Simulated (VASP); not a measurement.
**How U changes CoGe**

Aim: follow the moments and the gap of CoGe as U grows. The start is a computed cell from the Materials Project.

Calculated with VASP 6.6.1; LDA, spin-polarised from a ferromagnetic start; plane waves and PAW (Ge, Co), in the first sound run; inputs show where later runs differ.

Most raw output is cut from this account.

### 1. Starting point

The structure is cubic, space group P2_13 (No. 198). Conventional cell: a = 4.579 Å, b = 4.579 Å, c = 4.579 Å, α = 90.00°, β = 90.00°, γ = 90.00°. Nearest to Ge lie 7 Co at 2.36 to 2.57 Å. Nearest to Co lie 7 Ge at 2.36 to 2.57 Å. Farther neighbours are not listed.

As a file:

```cif
data_structure
_symmetry_space_group_name_H-M 'P2_13'
_symmetry_Int_Tables_number 198
_cell_length_a 4.5795
_cell_length_b 4.5795
_cell_length_c 4.5795
_cell_angle_alpha 90.000
_cell_angle_beta 90.000
_cell_angle_gamma 90.000
_cell_volume 96.04
loop_
_atom_site_label
_atom_site_type_symbol
_atom_site_symmetry_multiplicity
_atom_site_Wyckoff_symbol
_atom_site_fract_x
_atom_site_fract_y
_atom_site_fract_z
_atom_site_occupancy
Ge1 Ge 4 a 0.16019 0.33981 0.66019 1
Co1 Co 4 a 0.86317 0.63683 0.36317 1
```

### 2. Series over U, start order fm, U 0

U penalises partly filled orbitals; repeating the run over U shows how far moments and gap depend on it.

The input, INCAR:

```
SYSTEM = CoGe
PREC = Normal
ENCUT = 350
EDIFF = 1E-06
NELM = 150
ISMEAR = 0
SIGMA = 0.05
LREAL = .FALSE.
ALGO = Normal
GGA = CA
NBANDS = 40
ISPIN = 2
MAGMOM = 0 0 0 0 2 2 2 2
LASPH = .TRUE.
LMAXMIX = 4
LORBIT = 11
LWAVE = .FALSE.
LCHARG = .FALSE.
KPAR = 2
AMIX = 0.2
BMIX = 1E-04
AMIX_MAG = 0.8
BMIX_MAG = 1E-04
NEDOS = 1200
```

The input, POSCAR:

```
CoGe
1.0
    4.5794746600      0.0000000000      0.0000000000
    0.0000000000      4.5794746600      0.0000000000
    0.0000000000      0.0000000000      4.5794746600
Ge Co
4 4
Direct
    0.1601917900      0.3398082100      0.6601917900
    0.3398082100      0.6601917900      0.1601917900
    0.6601917900      0.1601917900      0.3398082100
    0.8398082100      0.8398082100      0.8398082100
    0.8631693800      0.6368306200      0.3631693800
    0.6368306200      0.3631693800      0.8631693800
    0.3631693800      0.8631693800      0.6368306200
    0.1368306200      0.1368306200      0.1368306200
```

The input, KPOINTS:

```
Automatic mesh
0
Gamma
4 4 4
0 0 0
```

The projector-augmented-wave data sets are Ge and Co (LDA family, release 64).

On the command line:

```bash
> mpirun -np 2 vasp_std
```

Wall time 8.6 s (2 MPI ranks of Intel Xeon 6975P-C (Granite Rapids), shared host); peak memory 0.28 GiB.

The k-mesh is coarse for a metal. The data set Ge keeps the semicore shell frozen, which is cheaper and a little less accurate.

Numbers from this step:

```yaml
electronic_cycles: 15
electrons: 52
free_energy_toten: -56.0060 eV
energy_at_zero_smearing: -56.0046 eV
fermi_energy: 9.484 eV
moment_of_the_cell_from_the_last_line_of_the_log: 0 μB
labelled_metallic_from_the_levels_on_this_mesh: yes
```

The spin moment in the PAW sphere vanishes on all atoms.

Energy at zero smearing: -56.00456 eV.

### 3. Series over U, start order AFM, U 0

This step: LDA, spin-polarised from an antiferromagnetic start; plane waves and PAW (Ge, Co) (VASP 6.6.1).

INCAR, as its differences from that of step 2:

```diff
@@ -12,3 +12,3 @@
 ISPIN = 2
-MAGMOM = 0 0 0 0 2 2 2 2
+MAGMOM = 0 0 0 0 2 -2 2 -2
 LASPH = .TRUE.
```

POSCAR is that of step 2.

KPOINTS is that of step 2.

On the command line:

```bash
> mpirun -np 2 vasp_std
```

Run time: 19 s. Hardware: 2 MPI ranks; peak memory 0.36 GiB; 35 s of CPU time.

Numbers from this step:

* electronic cycles: 16
* DOS at the Fermi level: 2.252 states/eV/cell

The density of states has structure finer than the step of the table below, so its rows give means over 0.5 eV, whole bins alone (the curve runs from -12.0 to 7.94 eV). Peaks (eV: height): total -2.43: 27.5, -2.18: 15.9, -1.09: 21.4, -0.34: 14.2; Ge s -11.80: 3.19, -11.47: 3.04, -8.88: 3.13, -7.71: 3.28; Ge p -6.45: 2.74, -4.27: 2.86, 3.42: 2.63, 5.35: 3.13; Ge d 3.42: 0.786, 6.77: 1.46, 7.02: 0.701, 7.52: 0.736; Co s -6.45: 1.61, 3.42: 1.53, 6.77: 1.20, 7.78: 0.776.

Means over bins of 0.084 eV. Table of density of states by energy, zero at the Fermi level; means over each step; values in states/eV/cell:

```csv
energy (eV),total,Ge s,Ge p,Ge d,Co s,Co p,Co d
-11.5,1.76,0.861,0.0772,0.00404,0.165,0.110,0.0294
-11.0,0.861,0.455,0.0320,0.00365,0.0302,0.0769,0.0218
-10.5,1.80,0.927,0.0912,0.00679,0.0493,0.152,0.0777
-10.0,0.791,0.356,0.0633,0.00295,0.0677,0.0491,0.0374
-9.5,1.67,0.731,0.146,0.00720,0.144,0.0958,0.100
-9.0,2.02,0.973,0.144,0.0134,0.0891,0.136,0.171
-8.5,1.89,0.885,0.148,0.0116,0.0842,0.109,0.200
-8.0,0.859,0.425,0.0467,0.00750,0.0480,0.0444,0.111
-7.5,1.06,0.563,0.0382,0.0102,0.0280,0.0488,0.172
-7.0,0.0469,9.2e-4,0.0138,3.4e-4,0.0105,0.00286,0.00279
-6.5,2.96,0.134,0.859,0.0189,0.501,0.158,0.332
-6.0,0.529,0.00779,0.166,0.00228,0.0503,0.0330,0.100
-5.5,3.77,0.147,1.09,0.0354,0.373,0.200,0.856
-5.0,2.26,0.0733,0.675,0.0234,0.217,0.217,0.434
-4.5,4.71,0.242,1.25,0.0591,0.277,0.393,1.28
-4.0,2.63,0.0978,0.632,0.0372,0.106,0.168,0.990
-3.5,4.90,0.0953,1.00,0.0662,0.0683,0.289,2.49
-3.0,7.22,0.111,0.995,0.126,0.122,0.338,4.30
-2.5,13.6,0.0673,1.02,0.230,0.114,0.552,9.67
-2.0,10.8,0.0384,0.699,0.184,0.0608,0.356,8.21
-1.5,8.88,0.0234,0.304,0.126,0.0149,0.127,7.63
-1.0,13.7,0.0416,0.204,0.179,0.0153,0.126,12.5
-0.5,9.12,0.0536,0.194,0.0806,0.0277,0.148,8.23
0.0,3.78,0.0490,0.146,0.0207,0.0282,0.0759,3.27
0.5,3.78,0.202,0.299,0.0334,0.0459,0.128,2.79
1.0,3.77,0.339,0.357,0.0421,0.0611,0.119,2.52
1.5,2.31,0.170,0.298,0.0316,0.0687,0.0901,1.41
2.0,5.73,0.644,0.995,0.116,0.227,0.271,2.68
2.5,2.87,0.297,0.587,0.0719,0.181,0.137,1.16
3.0,1.00,0.0225,0.226,0.0406,0.0997,0.0611,0.385
3.5,5.30,0.285,1.25,0.280,0.484,0.376,1.56
4.0,3.28,0.208,0.877,0.157,0.247,0.222,0.902
4.5,2.51,0.142,0.752,0.145,0.182,0.170,0.568
5.0,2.47,0.0612,0.735,0.183,0.187,0.221,0.528
5.5,5.26,0.158,1.73,0.352,0.412,0.552,0.885
6.0,1.57,0.0437,0.540,0.0965,0.123,0.108,0.316
6.5,3.08,0.0679,0.672,0.390,0.394,0.337,0.370
7.0,3.19,0.0550,0.676,0.483,0.239,0.441,0.316
7.5,2.84,0.104,0.626,0.404,0.246,0.330,0.359
```

Energy at zero smearing: -56.00455 eV.

### 4. Series over U, start order fm, U 1

This step: LDA, DFT+U (Co d 1 eV), spin-polarised from a ferromagnetic start; plane waves and PAW (Ge, Co) (VASP 6.6.1).

INCAR, as its differences from that of step 3:

```diff
@@ -12,3 +12,9 @@
 ISPIN = 2
-MAGMOM = 0 0 0 0 2 -2 2 -2
+MAGMOM = 0 0 0 0 2 2 2 2
+LDAU = .TRUE.
+LDAUTYPE = 2
+LDAUL = -1 2
+LDAUU = 0 1
+LDAUJ = 0 0
+LDAUPRINT = 1
 LASPH = .TRUE.
```

POSCAR is that of step 3.

KPOINTS is that of step 3.

On the command line:

```bash
> mpirun -np 2 vasp_std
```

It took 10 s on 2 MPI ranks; peak memory 0.29 GiB; 17 s of CPU time.

A U on the itinerant d states of such a compound is hard to justify; it moves the bands at the Fermi level.

Energy at zero smearing: -52.37383 eV.

### 5. Series over U, start order AFM, U 1

This step: LDA, DFT+U (Co d 1 eV), spin-polarised from an antiferromagnetic start; plane waves and PAW (Ge, Co) (VASP 6.6.1).

INCAR, as its differences from that of step 4:

```diff
@@ -12,3 +12,3 @@
 ISPIN = 2
-MAGMOM = 0 0 0 0 2 2 2 2
+MAGMOM = 0 0 0 0 2 -2 2 -2
 LDAU = .TRUE.
```

POSCAR is that of step 4.

KPOINTS is that of step 4.

On the command line:

```bash
> mpirun -np 2 vasp_std
```

The job ended after 20 s (2 MPI ranks; peak memory 0.37 GiB; 36 s of CPU time).

Energy at zero smearing: -52.37383 eV.

The run ends at a pressure of -7.57 GPa, with forces up to 0.100 eV/Å.

### 6. Series over U, start order fm, U 4

This step: LDA, DFT+U (Co d 4 eV), spin-polarised from a ferromagnetic start; plane waves and PAW (Ge, Co) (VASP 6.6.1).

INCAR, as its differences from that of step 5:

```diff
@@ -12,3 +12,3 @@
 ISPIN = 2
-MAGMOM = 0 0 0 0 2 -2 2 -2
+MAGMOM = 0 0 0 0 2 2 2 2
 LDAU = .TRUE.
@@ -16,3 +16,3 @@
 LDAUL = -1 2
-LDAUU = 0 1
+LDAUU = 0 4
 LDAUJ = 0 0
```

POSCAR is that of step 5.

KPOINTS is that of step 5.

On the command line:

```bash
> mpirun -np 2 vasp_std
```

Run time: 13 s. Hardware: 2 MPI ranks; peak memory 0.29 GiB.

The magnetic state follows from one typed start and may not be the lowest. A U on the itinerant d states of such a compound is hard to justify; it moves the bands at the Fermi level and favours large moments.

Spin moment in the PAW sphere by atom:

```csv
atom,spin moment in the PAW sphere (μB)
Ge1,-0.04
Ge2,-0.04
Ge3,-0.04
Ge4,-0.04
Co5,1.09
Co6,1.09
Co7,1.09
Co8,1.09
```

Energy at zero smearing: -42.03140 eV.

### 7. Series over U, start order AFM, U 4

This step: LDA, DFT+U (Co d 4 eV), spin-polarised from an antiferromagnetic start; plane waves and PAW (Ge, Co) (VASP 6.6.1).

INCAR, as its differences from that of step 6:

```diff
@@ -12,3 +12,3 @@
 ISPIN = 2
-MAGMOM = 0 0 0 0 2 2 2 2
+MAGMOM = 0 0 0 0 2 -2 2 -2
 LDAU = .TRUE.
```

POSCAR is that of step 6.

KPOINTS is that of step 6.

On the command line:

```bash
> mpirun -np 2 vasp_std
```

Run time: 35 s. Hardware: 2 MPI ranks; peak memory 0.36 GiB.

The gap is read on the k-mesh alone, so it is an upper bound where the band edges lie off the mesh.

A gap read on the k-mesh alone can miss the band edges.

Energy at zero smearing: -41.84169 eV.

### 8. Series over U, start order fm, U 4 (run 2)

This step: LDA, DFT+U (Co d 4 eV), spin-polarised from a ferromagnetic start; plane waves and PAW (Ge, Co) (VASP 6.6.1).

INCAR, as its differences from that of step 7:

```diff
@@ -12,8 +12,8 @@
 ISPIN = 2
-MAGMOM = 0 0 0 0 2 -2 2 -2
+MAGMOM = 0 0 0 0 2 2 2 2
 LDAU = .TRUE.
-LDAUTYPE = 2
+LDAUTYPE = 1
 LDAUL = -1 2
 LDAUU = 0 4
-LDAUJ = 0 0
+LDAUJ = 0 0.5
 LDAUPRINT = 1
```

POSCAR is that of step 7.

KPOINTS is that of step 7.

On the command line:

```bash
> mpirun -np 2 vasp_std
```

Wall time 20 s (2 MPI ranks); peak memory 0.29 GiB; 34 s of CPU time.

Energy at zero smearing: -43.69214 eV.

The run ends at a pressure of -2.59 GPa, with forces up to 0.015 eV/Å.

### 9. Series over U, start order AFM, U 4 (run 2)

This step: LDA, DFT+U (Co d 4 eV), spin-polarised from an antiferromagnetic start; plane waves and PAW (Ge, Co) (VASP 6.6.1).

INCAR, as its differences from that of step 8:

```diff
@@ -12,3 +12,3 @@
 ISPIN = 2
-MAGMOM = 0 0 0 0 2 2 2 2
+MAGMOM = 0 0 0 0 2 -2 2 -2
 LDAU = .TRUE.
```

POSCAR is that of step 8.

KPOINTS is that of step 8.

On the command line:

```bash
> mpirun -np 2 vasp_std
```

Elapsed: 29 s, on 2 MPI ranks; peak memory 0.36 GiB.

Spin moment in the PAW sphere by atom:

```csv
atom,spin moment in the PAW sphere (μB)
Ge1,0.014
Ge2,-0.014
Ge3,0.014
Ge4,-0.014
Co5,0.762
Co6,-0.762
Co7,0.762
Co8,-0.762
```

Energy at zero smearing: -43.54412 eV.

The run ends at a pressure of -8.24 GPa, with forces up to 0.18 eV/Å.

### 10. Series over U, start order fm, U 5

This step: LDA, DFT+U (Co d 5 eV), spin-polarised from a ferromagnetic start; plane waves and PAW (Ge, Co) (VASP 6.6.1).

INCAR, as its differences from that of step 9:

```diff
@@ -12,8 +12,8 @@
 ISPIN = 2
-MAGMOM = 0 0 0 0 2 -2 2 -2
+MAGMOM = 0 0 0 0 2 2 2 2
 LDAU = .TRUE.
-LDAUTYPE = 1
+LDAUTYPE = 2
 LDAUL = -1 2
-LDAUU = 0 4
-LDAUJ = 0 0.5
+LDAUU = 0 5
+LDAUJ = 0 0
 LDAUPRINT = 1
```

POSCAR is that of step 9.

KPOINTS is that of step 9.

On the command line:

```bash
> mpirun -np 2 vasp_std
```

It took 15 s on 2 MPI ranks; peak memory 0.29 GiB; 26 s of CPU time.

Energy at zero smearing: -39.14586 eV.

The run ends at a pressure of -3.09 GPa, with forces up to 0.053 eV/Å.

### 11. Series over U, start order AFM, U 5

This step: LDA, DFT+U (Co d 5 eV), spin-polarised from an antiferromagnetic start; plane waves and PAW (Ge, Co) (VASP 6.6.1).

INCAR, as its differences from that of step 10:

```diff
@@ -12,3 +12,3 @@
 ISPIN = 2
-MAGMOM = 0 0 0 0 2 2 2 2
+MAGMOM = 0 0 0 0 2 -2 2 -2
 LDAU = .TRUE.
```

POSCAR is that of step 10.

KPOINTS is that of step 10.

On the command line:

```bash
> mpirun -np 2 vasp_std
```

Elapsed: 2 min, on 2 MPI ranks; peak memory 0.37 GiB; 3.6 min of CPU time.

Energy at zero smearing: -38.70500 eV.

The run ends at a pressure of -5.57 GPa, with forces up to 0.30 eV/Å.

### 12. Summary

This step: DFT+U series, LDA; plane waves and PAW (VASP 6.6.1).

This step runs nothing: it gathers the runs above.

Energies at different U are not comparable. U series, by row:

```csv
U (eV),J (eV),LDAUTYPE,start,energy (eV/atom),mean moment (μB),gap on the mesh (eV),pressure (GPa)
0,0,-,fm,-7.001,0,0,-5.774
0,0,-,afm,-7.001,0,0,-5.854
1,0,2,fm,-6.547,0,0,-7.509
1,0,2,afm,-6.547,0,0,-7.572
4,0,2,fm,-5.254,1.093,0,-3.199
4,0,2,afm,-5.23,0.86,0.3032,-8.185
4,0.5,1,fm,-5.462,1.071,0,-2.589
4,0.5,1,afm,-5.443,0.762,0.1591,-8.242
5,0,2,fm,-4.893,1.14,0,-3.09
5,0,2,afm,-4.838,1.138,0.2099,-5.566
```

### 13. Outcome

| Property | Result |
| --- | --- |
| U = 0 eV, J = 0 eV, fm start | mean size of the moments 0.00 μB |
| U = 0 eV, J = 0 eV, afm start | mean size of the moments 0.00 μB |
| U = 1 eV, J = 0 eV, fm start | mean size of the moments 0.00 μB |
| U = 1 eV, J = 0 eV, afm start | mean size of the moments 0.00 μB |
| U = 4 eV, J = 0 eV, fm start | mean size of the moments 1.09 μB |
| U = 4 eV, J = 0 eV, afm start | mean size of the moments 0.86 μB |
| U = 4 eV, J = 0.5 eV, fm start | mean size of the moments 1.07 μB |
| U = 4 eV, J = 0.5 eV, afm start | mean size of the moments 0.76 μB |
| U = 5 eV, J = 0 eV, fm start | mean size of the moments 1.14 μB |
| U = 5 eV, J = 0 eV, afm start | mean size of the moments 1.14 μB |

In words: For the ferromagnetic start without J, from U = 0 to 5 eV the mean moment goes from 0.00 to 1.14 μB, the cell stays metallic, and the pressure goes from -5.8 to -3.1 GPa. A jump between neighbouring rows can also mean that the runs ended in different spin or orbital states. U acts inside the PAW spheres, so the same number means something else in a code with other projectors.

[Lines on the potential files, build, host, timing and source positions are cut from VASP's logs without a mark.]

[Logs are printed without paths, hosts, clocks, repeated set-up lines and the standing remarks that a program may print on its own settings, such as how far it seeks lower states.]

[Hosts, paths, dates, database ids (printed as entryN), source tags and the programs' standing remarks are cut or masked in the printed files.]

[In band tables of VASP the shares of atoms and orbitals are scaled to a sum of 1 inside the atoms' spheres.]

[Runs that stopped without an error message from VASP are left out.]
